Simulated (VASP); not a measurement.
# CuRu4 (Im-3m) in VASP: optical spectrum with PBEsol+D3(BJ)

Aim: the optical spectrum of CuRu4 with PBEsol+D3(BJ).

Program: VASP 6.6.1. These are calculated values, not measurements. Logs are shortened: lines on timing, memory, paths and dates and some standing lists are left out, and cuts for length are marked.

### 1 The structure

It takes space group Im-3m (No. 229, cubic). The conventional cell has a = 5.112 Å, b = 5.112 Å, c = 5.112 Å, α = 90.00°, β = 90.00°, γ = 90.00°. Cu (site symmetry m-3m) is surrounded by 8 Ru at 2.21 Å. Ru (site symmetry -3m) is surrounded by 2 Cu at 2.21 Å.

The cell was built by a generator and needn't be a form met in nature.

### 2 Optical spectrum, PBEsol+D3(BJ)

The input, INCAR:

```
SYSTEM = CuRu4
PREC = Accurate ; ENCUT = 520
EDIFF = 1E-4 ; ISMEAR = 1
SIGMA = 0.1 ; LREAL = .FALSE.
LASPH = .TRUE. ; NELM = 100
ALGO = Fast ; ISIF = 2
LWAVE = .FALSE. ; LCHARG = .FALSE.
GGA = PS ; IVDW = 12
LOPTICS = .TRUE. ; NBANDS = 58
NEDOS = 2000 ; CSHIFT = 0.1
```

The input, KPOINTS:

```
regular mesh
0
G
  7 7 7
  0 0 0
```

The input, POSCAR:

```
CuRu4
4.4272
   -0.577350957716      0.577350957716      0.577350957716
    0.577350957716     -0.577350957716      0.577350957716
    0.577350957716      0.577350957716     -0.577350957716
Cu Ru
1 4
Direct
    0.0000000000      0.0000000000      0.0000000000
    0.0000000000      0.0000000000      0.5000000000
    0.5000000000      0.0000000000      0.0000000000
    0.0000000000      0.5000000000      0.0000000000
    0.5000000000      0.5000000000      0.5000000000
```

Potentials or basis: VASP PAW PBE potentials, release 64 (Cu, Ru_pv).

Command:

```sh
> cat potpaw_PBE.64/Cu/POTCAR potpaw_PBE.64/Ru_pv/POTCAR > POTCAR
> mpirun -np 1 vasp_std > vasp.out
```

OUTCAR:

```text
SYSTEM = CuRu4
   PREC = Accurate
   ENCUT = 520
   EDIFF = 1E-4
   ISMEAR = 1
   LREAL = .FALSE.
   LASPH = .TRUE.
   NELM = 100
   ISIF = 2
   GGA = PS
   IVDW = 12
 IVDW          = 12

 ion  position               nearest neighbor table
   1  0.000  0.000  0.000-   2 2.21   3 2.21   4 2.21   5 2.21   2 2.21   4 2.21   3 2.21   5 2.21

   2  0.000  0.000  0.500-   1 2.21   1 2.21   4 2.56   5 2.56   3 2.56   4 2.56   3 2.56   5 2.56

   3  0.500  0.000  0.000-   1 2.21   1 2.21   4 2.56   5 2.56   5 2.56   2 2.56   2 2.56   4 2.56

   4  0.000  0.500  0.000-   1 2.21   1 2.21   3 2.56   5 2.56   2 2.56   2 2.56   5 2.56   3 2.56

   5  0.500  0.500  0.500-   1 2.21   1 2.21   3 2.56   4 2.56   3 2.56   4 2.56   2 2.56   2 2.56

  LATTYP: Found a body centered cubic cell.
 ALAT       =     5.1120963200

  Lattice vectors:

 A1 = (  -2.5560481600,   2.5560481600,   2.5560481600)
 A2 = (   2.5560481600,  -2.5560481600,   2.5560481600)
 A3 = (   2.5560481600,   2.5560481600,  -2.5560481600)

Analysis of symmetry for initial positions (statically):
=====================================================================
 Subroutine PRICEL returns:
 Original cell was already a primitive cell.

 Routine SETGRP: Setting up the symmetry group for a
 body centered cubic supercell.

 Subroutine GETGRP returns: Found 48 space group operations
 (whereof 48 operations were pure point group operations)
 out of a pool of 48 trial point group operations.

The static configuration has the point symmetry O_h .

Analysis of symmetry for dynamics (positions and initial velocities):
=====================================================================
 Subroutine PRICEL returns:
 Original cell was already a primitive cell.

 Routine SETGRP: Setting up the symmetry group for a
 body centered cubic supercell.

 Subroutine GETGRP returns: Found 48 space group operations
 (whereof 48 operations were pure point group operations)
 out of a pool of 48 trial point group operations.

The dynamic configuration has the point symmetry O_h .

 Subroutine INISYM returns: Found 48 space group operations
 (whereof 48 operations are pure point group operations),
 and found     1 'primitive' translations

----------------------------------------------------------------------------------------

                                     Primitive cell

  volume of cell :      66.7986

  direct lattice vectors                    reciprocal lattice vectors
    -2.556048160  2.556048160  2.556048160     0.000000000  0.195614468  0.195614468
     2.556048160 -2.556048160  2.556048160     0.195614468  0.000000000  0.195614468
     2.556048160  2.556048160 -2.556048160     0.195614468  0.195614468  0.000000000

  length of vectors
     4.427205280  4.427205280  4.427205280     0.276640633  0.276640633  0.276640633

  position of ions in fractional coordinates (direct lattice)
     0.000000000  0.000000000  0.000000000
     0.000000000  0.000000000  0.500000000
     0.500000000  0.000000000  0.000000000
     0.000000000  0.500000000  0.000000000
     0.500000000  0.500000000  0.500000000

  ion indices of the primitive-cell ions
   primitive index   ion index
                 1           1
                 2           2
                 3           3
                 4           4
                 5           5

----------------------------------------------------------------------------------------

 KPOINTS: regular mesh

Automatic generation of k-mesh.
 Grid dimensions read from file:
 generate k-points for:    7    7    7

 Generating k-lattice:

  Cartesian coordinates                     Fractional coordinates (reciprocal lattice)
     0.000000000  0.027944924  0.027944924     0.142857143  0.000000000  0.000000000
     0.027944924  0.000000000  0.027944924     0.000000000  0.142857143  0.000000000
     0.027944924  0.027944924  0.000000000     0.000000000  0.000000000  0.142857143
[... 44 lines left out ...]
   ISTART =      0    job   : 0-new  1-cont  2-samecut
   ICHARG =      2    charge: 1-file 2-atom 10-const
   ISPIN  =      1    spin polarized calculation?
   LNONCOLLINEAR =      F non collinear calculations
   LSORBIT =      F    spin-orbit coupling
   LASPH  =      T    aspherical Exc in radial PAW
   ENCUT  =  520.0 eV  38.22 Ry    6.18 a.u.   8.23  8.23  8.23*2*pi/ulx,y,z
   NELM   =    100;   NELMIN=  2; NELMDL= -5     # of ELM steps
   EDIFF  = 0.1E-03   stopping-criterion for ELM
   LREAL  =      F    real-space projection
   EDIFFG = 0.1E-02   stopping-criterion for IOM
   NSW    =      0    number of steps for IOM
   IBRION =     -1    ionic relax: 0-MD 1-quasi-New 2-CG
   NFREE  =      0    steps in history (QN), initial steepest desc. (CG)
   ISIF   =      2    stress and relaxation
   ISYM   =      2    0-nonsym 1-usesym 2-fastsym
   POTIM  = 0.5000    time-step for ionic-motion
   TEBEG  =    0.0;   TEEND  =   0.0 temperature during run
   PSTRESS=    0.0 pullay stress
   NELECT =      67.0000    total number of electrons
   NUPDOWN=      -1.0000    fix difference up-down
   EMIN   =  10.00;   EMAX   =-10.00  energy-range for DOS
   EFERMI =   0.00;   METHOD = LEGACY
   ISMEAR =     1;   SIGMA  =   0.10  broadening in eV -4-tet -1-fermi 0-gaus
   EFERMI_NEDOS =   21; number of points for ismear=-14 and -15
   IALGO  =     68    algorithm
   IMIX   =      4    mixing-type and parameters
     AMIX     =   0.40;   BMIX     =  1.00
     AMIX_MAG =   1.60;   BMIX_MAG =  1.00
  volume/ion in A,a.u.               =      13.36        90.16
  Fermi-wavevector in a.u.,A,eV,Ry     =   1.638743  3.096774 36.538136  2.685477
  Thomas-Fermi vector in A             =   2.729664
   LORBIT       =      0    0 simple, 1 ext, 2 COOP (PROOUT), +10 PAW based schemes
   GGA     = PS    functional components
   LHFCALC =     F    Hartree Fock is set to
   AEXX    =    0.0000 exact exchange contribution
   IVDW    =    12    specifies the selected vdW correction
   LEPSILON=     F    determine dielectric tensor
   LRPA    =     F    only Hartree local field effects (RPA)
 non-spin polarized calculation
 RMM-DIIS sequential band-by-band and
 Methfessel and Paxton  Order N= 1 SIGMA  =   0.10
  energy-cutoff  :      520.00
  volume of cell :       66.80
 maximum number of plane-waves:      1865
 NGX is ok and might be reduce to    36
   NGX = 17   NGY = 17   NGZ = 17

 number of electron      66.9999977 magnetization

 Free energy of the ion-electron system (eV)
  ---------------------------------------------------
  ext. energy  EPLUGINS =         0.00000000
  ---------------------------------------------------
  free energy    TOTEN  =       -36.21271078 eV

  energy without entropy =      -36.20480862  energy(sigma->0) =      -36.21007673

 E-fermi :  11.6184     XC(G=0): -13.7846

 val. band max:       11.6090773418   @ k =   0.2857   0.1429   0.1429
 cond. band min:      11.6231682006   @ k =   0.2857   0.1429   0.1429
 fundamental gap:      0.0140908588
 Fermi energy:        11.6183513069

 k-point     1 :       0.0000    0.0000    0.0000
  band No.  band energies     occupation
      1     -31.7207      2.00000
      2     -31.7207      2.00000
      3     -31.7207      2.00000
      4     -31.4623      2.00000
      5     -31.4623      2.00000
      6     -31.4623      2.00000
[... 949 lines left out ...]
     44      20.8057      0.00000
     45      22.4960      0.00000
 [bands above 45 left out]

------------------------ aborting loop because EDIFF is reached ----------------------------------------

 Edisp (eV)   -2.85044

 E8    (eV) :    -1.9257

  FORCE on cell =-STRESS in cart. coord.  units (eV):
  Direction    XX          YY          ZZ          XY          YZ          ZX
  --------------------------------------------------------------------------------------
  -------------------------------------------------------------------------------------
  Total      15.84540    15.84540    15.84540     0.00000     0.00000     0.00000
  in kB     380.05531   380.05531   380.05531     0.00000     0.00000     0.00000
  external pressure =      380.06 kB  Pullay stress =        0.00 kB

 VOLUME and BASIS-vectors are now :
 -----------------------------------------------------------------------------
  energy-cutoff  :      520.00
  volume of cell :       66.80
      direct lattice vectors                 reciprocal lattice vectors
    -2.556048160  2.556048160  2.556048160     0.000000000  0.195614468  0.195614468
     2.556048160 -2.556048160  2.556048160     0.195614468  0.000000000  0.195614468
     2.556048160  2.556048160 -2.556048160     0.195614468  0.195614468  0.000000000

 POSITION                                       TOTAL-FORCE (eV/Angst)
 -----------------------------------------------------------------------------------
      0.00000      0.00000      0.00000        -0.000000      0.000000     -0.000000
      1.27802      1.27802     -1.27802        -0.000000     -0.000000     -0.000000
     -1.27802      1.27802      1.27802         0.000000      0.000000     -0.000000
      1.27802     -1.27802      1.27802         0.000000     -0.000000      0.000000
      1.27802      1.27802      1.27802        -0.000000      0.000000      0.000000
 -----------------------------------------------------------------------------------
    total drift:                                0.000000     -0.000000      0.000000

  FREE ENERGIE OF THE ION-ELECTRON SYSTEM (eV)
  ---------------------------------------------------
  free  energy   TOTEN  =       -39.0631541180 eV

  energy  without entropy=      -39.0552519594  energy(sigma->0) =      -39.06052007

 electrical conductivity sigma (Mega S m-1) (frequency dependency in vasprun.xml)
  --------------------------------------------------------------------------------------
       0.185       0.000      -0.000
      -0.000       0.185       0.000
       0.000       0.000       0.185

  frequency dependent IMAGINARY DIELECTRIC FUNCTION (independent particle, no local field effects) density-density
     E(ev)      X         Y         Z        XY        YZ        ZX
  --------------------------------------------------------------------------------------------------------------
     0.00000     0.00000     0.00000     0.00000     0.00000     0.00000     0.00000
     0.77898    70.40788    70.40788    70.40788    -0.00000    -0.00000     0.00000
     1.55796    48.78892    48.78892    48.78892     0.00000     0.00000    -0.00000
     2.33693    30.47765    30.47765    30.47765     0.00000     0.00000     0.00000
     3.11591    14.56130    14.56130    14.56130     0.00000     0.00000    -0.00000
     3.89489     8.55900     8.55900     8.55900    -0.00000     0.00000    -0.00000
[... 92 lines left out ...]
    76.33985     0.00057     0.00057     0.00057     0.00000    -0.00000     0.00000
    77.11883     0.00054     0.00054     0.00054     0.00000    -0.00000     0.00000

  frequency dependent      REAL DIELECTRIC FUNCTION (independent particle, no local field effects) density-density
     E(ev)        X           Y           Z          XY          YZ          ZX
  --------------------------------------------------------------------------------------------------------------
     0.00000  1067.80381  1067.80381  1067.80381     0.00000     0.00000     0.00000
     0.77898    -0.60633    -0.60633    -0.60633     0.00000    -0.00000    -0.00000
     1.55796   -19.23616   -19.23616   -19.23616     0.00000     0.00000     0.00000
     2.33693   -25.26402   -25.26402   -25.26402     0.00000    -0.00000    -0.00000
     3.11591   -13.24697   -13.24697   -13.24697    -0.00000    -0.00000     0.00000
     3.89489    -9.63723    -9.63723    -9.63723    -0.00000    -0.00000     0.00000
[... 92 lines left out ...]
    76.33985     0.84328     0.84328     0.84328    -0.00000    -0.00000     0.00000
    77.11883     0.84759     0.84759     0.84759    -0.00000    -0.00000     0.00000

  frequency dependent IMAGINARY DIELECTRIC FUNCTION (independent particle, no local field effects) current-current
     E(ev)      X         Y         Z        XY        YZ        ZX
  --------------------------------------------------------------------------------------------------------------
     0.00000  2333.25614  2333.25614  2333.25614     0.00000    -0.00000     0.00000
     0.77898    68.94543    68.94543    68.94543     0.00000     0.00000     0.00000
     1.55796    46.00549    46.00549    46.00549     0.00000    -0.00000     0.00000
     2.33693    28.06720    28.06720    28.06720     0.00000     0.00000     0.00000
     3.11591    13.62375    13.62375    13.62375     0.00000     0.00000     0.00000
     3.89489     8.00302     8.00302     8.00302     0.00000    -0.00000     0.00000
[... 92 lines left out ...]
    76.33985     0.00016     0.00016     0.00016     0.00000    -0.00000    -0.00000
    77.11883     0.00014     0.00014     0.00014     0.00000    -0.00000    -0.00000

  frequency dependent      REAL DIELECTRIC FUNCTION (independent particle, no local field effects) current-current
     E(ev)        X           Y           Z          XY          YZ          ZX
  --------------------------------------------------------------------------------------------------------------
     0.00000   191.02227   191.02227   191.02227    -0.00000     0.00000    -0.00000
     0.77898     2.85572     2.85572     2.85572     0.00000     0.00000    -0.00000
     1.55796   -20.03157   -20.03157   -20.03157    -0.00000     0.00000    -0.00000
     2.33693   -25.49497   -25.49497   -25.49497    -0.00000    -0.00000    -0.00000
     3.11591   -12.84716   -12.84716   -12.84716    -0.00000     0.00000    -0.00000
     3.89489    -9.22026    -9.22026    -9.22026    -0.00000     0.00000    -0.00000
[... 92 lines left out ...]
    76.33985     0.84547     0.84547     0.84547    -0.00000     0.00000    -0.00000
    77.11883     0.84974     0.84974     0.84974    -0.00000     0.00000    -0.00000
```

It took 2.1 min on 1 thread of Intel Xeon Platinum 8259CL at 2.50GHz (Skylake/Cascade Lake), shared host; peak memory 0.32 GiB.

These settings aren't checked as converged (typed here: EDIFF = 0.0001; NBANDS = 58): the numbers below hold their error.

Results:

| Item | Value |
| --- | --- |
| Free energy | -39.0632 eV |
| Pressure | 38.0 GPa |
| Band gap on the k mesh | none (metal or under the smearing width) |
| Dispersion energy per atom | -0.570 eV |

Caveat: a pressure of tens of GPa on the cell as given is suspect, and the run, the potentials or the cell itself is likely at fault; spectra need much finer meshes, so this one isn't converged; independent-particle spectra lack excitons; the intraband (Drude) part of a metal's response may be missing; the PAW data sets were made with another functional, which shifts forces and pressure a little; pairwise dispersion overbinds metals, which lowers pressure and volume.

### 3 The reference run

An earlier run on the cell as given: functional PBE; potentials or basis VASP PAW PBE potentials, release 64 (Cu, Ru_pv); cutoff 520 eV; k mesh 7 × 7 × 7; occupations fermi-dirac, width 0.05 eV; no spin polarisation.

* Pressure: 55.9 GPa
* Band gap on the k mesh: none (metal or under the smearing width)
